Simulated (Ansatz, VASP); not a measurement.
# CO2: VASP beside Ansatz

Aim: how closely do two programs agree when they are given the same cell, functional and k mesh? The cell is taken from a series of runs on this material, whose earlier steps may have relaxed, scaled, displaced or heated it; both programs get it as it stands.

Program: Ansatz 0.2.0. Level of theory: plane waves, with VASP 6.6.1 beside it; zone-centre phonons at LDA. Results are calculated unless marked as measured.

### Step 1. The structure

It takes space group Cmce (No. 64, orthorhombic). The conventional cell has a = 5.112 Å, b = 4.628 Å, c = 6.202 Å, α = 90.00°, β = 90.00°, γ = 90.00°. Nearest to C lie 2 O at 1.16 Å. O has 1 C at 1.16 Å nearest. Farther neighbours and most contacts between anions are not listed.

### Step 2. VASP: zone-centre phonons, LDA

Second derivatives magnify differences that forces hide, and they need a tight electronic threshold.

Lines of VASP's logs that name or quote its potential files are left out, and so is its time.

Input file INCAR:

```
SYSTEM = CO2
PREC = Accurate
ENCUT = 600
EDIFF = 1E-08
NELM = 120
ISMEAR = 0
SIGMA = 0.01
LREAL = .FALSE.
ALGO = Normal
GGA = CA
NBANDS = 22
LORBIT = 11
LWAVE = .FALSE.
LCHARG = .FALSE.
ISIF = 2
IBRION = 8
LEPSILON = .TRUE.
LASPH = .TRUE.
GGA_COMPAT = .FALSE.
EFERMI = MIDGAP
KPAR = 2
```

Input file POSCAR:

```
CO2
1.0
    2.5558451750     -2.3141568010      0.0000000000
    2.5558451750      2.3141568010      0.0000000000
    0.0000000000      0.0000000000      6.2020407030
C O
2 4
Direct
    0.0000000000      0.0000000000      0.0000000000
    0.5000000000      0.5000000000      0.5000000000
    0.7960794317      0.2039205683      0.8904834392
    0.2039205683      0.7960794317      0.1095165608
    0.7039205683      0.2960794317      0.3904834392
    0.2960794317      0.7039205683      0.6095165608
```

Input file KPOINTS:

```
Automatic mesh
0
Gamma
8 8 4
0 0 0
```

Potentials, in the order of the species: C and O (LDA family, release 64).

Started as:

```sh
mpirun -np 2 vasp_std
```

Output:

```text
[banner, memory and clock lines left out]
running    2 mpi-ranks, on    1 nodes
 distrk:  each k-point on    1 cores,    2 groups
 distr:  one band on    1 cores,    1 groups

 POSCAR found type information on POSCAR C O
 POSCAR found :  2 types and       6 ions
 LDA part: xc-table for (Slater(with rela. corr.)+CA(PZ))
 , standard interpolation
 POSCAR, INCAR and KPOINTS ok, starting setup
 FFT: planning ... GRIDC
 FFT: planning ... GRID_SOFT
 FFT: planning ... GRID
 WAVECAR not read
 entering main loop
       N       E                     dE             d eps       ncg     rms          rms(c)
DAV:   1     0.181846828050E+03    0.18185E+03   -0.18935E+04  2780   0.152E+03
DAV:   2    -0.421335513143E+02   -0.22398E+03   -0.21484E+03  3874   0.316E+02
DAV:   3    -0.530269031274E+02   -0.10893E+02   -0.10830E+02  3378   0.717E+01
DAV:   4    -0.531268189955E+02   -0.99916E-01   -0.99838E-01  3000   0.805E+00
DAV:   5    -0.531281032551E+02   -0.12843E-02   -0.12842E-02  3180   0.899E-01    0.135E+01
DAV:   6    -0.501314498029E+02    0.29967E+01   -0.88582E+00  3108   0.222E+01    0.606E+00
DAV:   7    -0.498778307321E+02    0.25362E+00   -0.42727E-01  3168   0.529E+00    0.332E+00
DAV:   8    -0.497947911153E+02    0.83040E-01   -0.31845E-01  3006   0.377E+00    0.707E-01
DAV:   9    -0.497880369950E+02    0.67541E-02   -0.22910E-02  2958   0.116E+00    0.272E-01
DAV:  10    -0.497877917673E+02    0.24523E-03   -0.42299E-03  3210   0.452E-01    0.441E-02
DAV:  11    -0.497878241840E+02   -0.32417E-04   -0.51450E-05  3102   0.544E-02    0.158E-02
DAV:  12    -0.497878300189E+02   -0.58349E-05   -0.31977E-06  3204   0.138E-02    0.256E-03
DAV:  13    -0.497878299574E+02    0.61577E-07   -0.36022E-07  2982   0.458E-03    0.801E-04
DAV:  14    -0.497878299741E+02   -0.16721E-07   -0.50132E-08  3054   0.170E-03    0.218E-04
DAV:  15    -0.497878299737E+02    0.40518E-09   -0.17901E-09  1404   0.319E-04
   1 F= -.49787830E+02 E0= -.49787830E+02  d E =0.000000E+00
 Linear response reoptimize wavefunctions to high precision
DAV:   1    -0.497878299737E+02   -0.63665E-11   -0.32520E-10  1494   0.144E-04
 Linear response G [H, r] |phi>, progress :
  Direction:   1
       N       E                     dE             d eps       ncg     rms
RMM:   1    -0.112070512410E+03   -0.11207E+03    0.17123E+02  5488   0.987E+01
RMM:   2    -0.114271128801E+03   -0.22006E+01   -0.51675E+00  4394   0.153E+01
RMM:   3    -0.114332520772E+03   -0.61392E-01   -0.10842E-01  4467   0.180E+00
RMM:   4    -0.114334367838E+03   -0.18471E-02   -0.34977E-03  4630   0.319E-01
RMM:   5    -0.114334427308E+03   -0.59469E-04   -0.10299E-04  4631   0.493E-02
RMM:   6    -0.114334428455E+03   -0.11474E-05   -0.30133E-06  4679   0.723E-03
RMM:   7    -0.114334428468E+03   -0.13115E-07   -0.10599E-06  4407   0.138E-03
RMM:   8    -0.114334428454E+03    0.14113E-07   -0.73885E-06  3354   0.301E-04
RMM:   9    -0.114334428462E+03   -0.75752E-08   -0.49357E-06  2397   0.140E-04
RMM:  10    -0.114334428465E+03   -0.31763E-08   -0.65102E-06  1846   0.118E-04
RMM:  11    -0.114334428461E+03    0.38599E-08   -0.59605E-06  1768   0.119E-04
RMM:  12    -0.114334428465E+03   -0.41657E-08   -0.59146E-06  1728   0.119E-04
RMM:  13    -0.114334428468E+03   -0.22857E-08   -0.50348E-06  1323   0.118E-04
 Linear response G [H, r] |phi>, progress :
  Direction:   2
       N       E                     dE             d eps       ncg     rms
RMM:   1    -0.130028421621E+03   -0.13003E+03   -0.47161E+01  6594   0.102E+02
RMM:   2    -0.114025389223E+03    0.16003E+02   -0.85294E+00  4377   0.210E+01
RMM:   3    -0.114095698345E+03   -0.70309E-01   -0.10271E-01  4521   0.217E+00
RMM:   4    -0.114096790129E+03   -0.10918E-02   -0.24412E-03  4653   0.302E-01
RMM:   5    -0.114096819791E+03   -0.29662E-04   -0.52251E-05  4678   0.441E-02
RMM:   6    -0.114096820435E+03   -0.64414E-06   -0.19074E-06  4756   0.700E-03
RMM:   7    -0.114096820454E+03   -0.18838E-07   -0.76566E-08  4587   0.114E-03
RMM:   8    -0.114096820453E+03    0.11946E-08   -0.16416E-08  3774   0.202E-04
 Linear response G [H, r] |phi>, progress :
  Direction:   3
       N       E                     dE             d eps       ncg     rms
RMM:   1    -0.117909871307E+03   -0.11791E+03    0.94330E+01  6413   0.102E+02
RMM:   2    -0.114174774705E+03    0.37351E+01   -0.64509E+00  4389   0.183E+01
RMM:   3    -0.114230708920E+03   -0.55934E-01   -0.86967E-02  4591   0.196E+00
RMM:   4    -0.114231882738E+03   -0.11738E-02   -0.20275E-03  4645   0.278E-01
RMM:   5    -0.114231909464E+03   -0.26726E-04   -0.59383E-05  4672   0.426E-02
RMM:   6    -0.114231909995E+03   -0.53097E-06   -0.30404E-06  4721   0.700E-03
RMM:   7    -0.114231909922E+03    0.73406E-07    0.63074E-07  4564   0.125E-03
RMM:   8    -0.114231909797E+03    0.12487E-06   -0.13120E-05  3852   0.299E-04
RMM:   9    -0.114231909908E+03   -0.11124E-06    0.15258E-06  2231   0.150E-04
[...]
RMM:   5    -0.270333760881E+00   -0.69321E-02   -0.14125E-02  4321   0.700E-01    0.901E-02
RMM:   6    -0.270401891088E+00   -0.68130E-04   -0.73813E-04  4330   0.163E-01    0.512E-02
RMM:   7    -0.271289213252E+00   -0.88732E-03   -0.11598E-04  4437   0.662E-02    0.491E-03
RMM:   8    -0.271393100389E+00   -0.10389E-03   -0.11467E-05  4661   0.109E-02    0.244E-03
[...]
RMM:  12    -0.129503064524E+00   -0.86032E-08   -0.39686E-08  5950   0.214E-05    0.342E-06
 first order change of Fermi-energy   0.36685E-05
 force on displaced ion       1 direction 2 :   0.000-127.710  85.112
 Born effective charge ion    1 direction 2 :   0.000   2.258  -1.071
 Linear response progress:
  Degree of freedom:   3/  6
       N       E                     dE             d eps       ncg     rms          rms(c)
RMM:   1    -0.145351519194E+00   -0.14535E+00    0.25098E-01  8829   0.318E+00
RMM:   2    -0.126521421523E+00    0.18830E-01   -0.75172E-03  5282   0.677E-01    0.374E-01
RMM:   3    -0.124904586488E+00    0.16168E-02   -0.11683E-03  5382   0.237E-01    0.204E-01
RMM:   4    -0.124626727129E+00    0.27786E-03   -0.80737E-04  5547   0.202E-01    0.408E-02
RMM:   5    -0.124648901950E+00   -0.22175E-04   -0.68183E-05  5616   0.509E-02    0.150E-02
RMM:   6    -0.124577954282E+00    0.70948E-04   -0.99044E-06  5582   0.196E-02    0.291E-03
RMM:   7    -0.124579374114E+00   -0.14198E-05   -0.46849E-07  5759   0.396E-03    0.158E-03
RMM:   8    -0.124579747418E+00   -0.37330E-06   -0.14830E-07  5792   0.186E-03    0.645E-04
RMM:   9    -0.124578731619E+00    0.10158E-05   -0.15198E-08  5800   0.723E-04    0.151E-04
RMM:  10    -0.124579883686E+00   -0.11521E-05   -0.13843E-08  5694   0.203E-04    0.320E-05
RMM:  11    -0.124579893455E+00   -0.97685E-08   -0.61107E-09  5925   0.478E-05    0.118E-05
 first order change of Fermi-energy   0.10749E-04
 force on displaced ion       1 direction 3 :   0.000  85.111 -73.935
 Born effective charge ion    1 direction 3 :   0.000  -0.773   1.591
 Linear response progress:
  Degree of freedom:   4/  6
       N       E                     dE             d eps       ncg     rms          rms(c)
RMM:   1    -0.357427772324E+00   -0.35743E+00    0.18835E-01 11120   0.376E+00
RMM:   2    -0.353117432305E+00    0.43103E-02   -0.54949E-03  8763   0.491E-01    0.182E-01
RMM:   3    -0.354157113070E+00   -0.10397E-02   -0.52260E-04  8365   0.142E-01    0.914E-02
RMM:   4    -0.355478173699E+00   -0.13211E-02   -0.32607E-04  7941   0.116E-01    0.147E-02
RMM:   5    -0.355462806923E+00    0.15367E-04   -0.13651E-05  9602   0.208E-02    0.147E-03
RMM:   6    -0.355446824658E+00    0.15982E-04   -0.18178E-07  9313   0.246E-03    0.506E-04
RMM:   7    -0.355445740326E+00    0.10843E-05   -0.25324E-09  9628   0.486E-04    0.101E-04
RMM:   8    -0.355448055536E+00   -0.23152E-05   -0.20883E-09  8900   0.177E-04    0.253E-05
RMM:   9    -0.355448026110E+00    0.29427E-07   -0.23709E-10  9714   0.317E-05    0.144E-05
RMM:  10    -0.355447879906E+00    0.14620E-06    0.17235E-10  9008   0.149E-05    0.245E-06
RMM:  11    -0.355447918137E+00   -0.38230E-07    0.37969E-10  8651   0.387E-06    0.789E-07
RMM:  12    -0.355447912633E+00    0.55034E-08    0.13255E-09  5968   0.122E-06    0.217E-07
 first order change of Fermi-energy   0.75066E-05
 force on displaced ion       3 direction 1 :  -3.523   0.001  -0.002
 Born effective charge ion    3 direction 1 :  -0.373   0.000  -0.000
 Linear response progress:
  Degree of freedom:   5/  6
       N       E                     dE             d eps       ncg     rms          rms(c)
RMM:   1    -0.397330652160E+00   -0.39733E+00    0.34501E-01  8044   0.458E+00
RMM:   2    -0.353529529908E+00    0.43801E-01   -0.73059E-03  5205   0.100E+00    0.365E-01
RMM:   3    -0.354480155628E+00   -0.95063E-03   -0.56913E-03  5296   0.384E-01    0.186E-01
RMM:   4    -0.355469664760E+00   -0.98951E-03   -0.17675E-03  5409   0.235E-01    0.639E-02
RMM:   5    -0.355617942809E+00   -0.14828E-03   -0.22352E-04  5479   0.514E-02    0.300E-02
RMM:   6    -0.355620999044E+00   -0.30562E-05    0.61818E-05  5479   0.233E-02    0.411E-03
RMM:   7    -0.355632450147E+00   -0.11451E-04   -0.52856E-06  5692   0.356E-03    0.204E-03
RMM:   8    -0.355622711002E+00    0.97391E-05   -0.31321E-06  5653   0.272E-03    0.545E-04
RMM:   9    -0.355619130965E+00    0.35800E-05    0.20226E-06  5620   0.744E-04    0.200E-04
RMM:  10    -0.355619334100E+00   -0.20313E-06    0.65477E-07  5872   0.343E-04    0.100E-04
RMM:  11    -0.355620519994E+00   -0.11859E-05   -0.58414E-07  5609   0.155E-04    0.210E-05
RMM:  12    -0.355620497006E+00    0.22988E-07   -0.16732E-07  5984   0.245E-05    0.815E-06
RMM:  13    -0.355620475943E+00    0.21063E-07   -0.25860E-07  5835   0.117E-05    0.185E-06
RMM:  14    -0.355620478629E+00   -0.26859E-08   -0.14956E-07  5380   0.309E-06    0.828E-07
RMM:  15    -0.355620475176E+00    0.34526E-08   -0.26228E-08  4130   0.154E-06    0.267E-07
 first order change of Fermi-energy  -0.35683E+00
 force on displaced ion       3 direction 2 :   0.000 -69.319  47.799
 Born effective charge ion    3 direction 2 :   0.000  -1.129   0.616
 Linear response progress:
  Degree of freedom:   6/  6
       N       E                     dE             d eps       ncg     rms          rms(c)
RMM:   1    -0.397613654022E+00   -0.39761E+00    0.20565E-01  7032   0.423E+00
RMM:   2    -0.366881240394E+00    0.30732E-01   -0.99198E-03  5205   0.834E-01    0.291E-01
RMM:   3    -0.367513036901E+00   -0.63180E-03   -0.27414E-03  5318   0.297E-01    0.148E-01
RMM:   4    -0.368616127404E+00   -0.11031E-02   -0.12459E-03  5462   0.196E-01    0.448E-02
RMM:   5    -0.368681646174E+00   -0.65519E-04   -0.49445E-05  5566   0.364E-02    0.214E-02
RMM:   6    -0.368664627057E+00    0.17019E-04    0.48624E-06  5606   0.173E-02    0.303E-03
RMM:   7    -0.368661709014E+00    0.29180E-05   -0.10801E-07  5731   0.271E-03    0.154E-03
RMM:   8    -0.368646793721E+00    0.14915E-04    0.18977E-07  5787   0.216E-03    0.474E-04
RMM:   9    -0.368643823466E+00    0.29703E-05    0.52813E-07  5662   0.638E-04    0.226E-04
RMM:  10    -0.368643361585E+00    0.46188E-06    0.27413E-07  5814   0.427E-04    0.105E-04
RMM:  11    -0.368643659212E+00   -0.29763E-06   -0.12781E-07  5708   0.183E-04    0.341E-05
RMM:  12    -0.368643574409E+00    0.84803E-07   -0.72182E-08  5961   0.465E-05    0.769E-06
RMM:  13    -0.368643541740E+00    0.32669E-07   -0.16639E-07  5801   0.136E-05    0.295E-06
RMM:  14    -0.368643529501E+00    0.12239E-07   -0.10385E-07  5587   0.463E-06    0.750E-07
RMM:  15    -0.368643532596E+00   -0.30942E-08   -0.27877E-08  3938   0.135E-06    0.308E-07
 first order change of Fermi-energy   0.34705E+00
 force on displaced ion       3 direction 3 :   0.000  47.702 -38.258
 Born effective charge ion    3 direction 3 :   0.000   0.475  -0.795
 Born effective charges drift removed
 Linear response finished
```

(Part 1 of 3 ends here.)

[Lines on the potential files, build, host, timing and source positions are cut from VASP's logs without a mark.]

[Logs are printed without paths, hosts, clocks, repeated set-up lines and the standing remarks that a program may print on its own settings, such as how far it seeks lower states.]

[Hosts, paths, dates, database ids (printed as entryN), source tags and the programs' standing remarks are cut or masked in the printed files.]
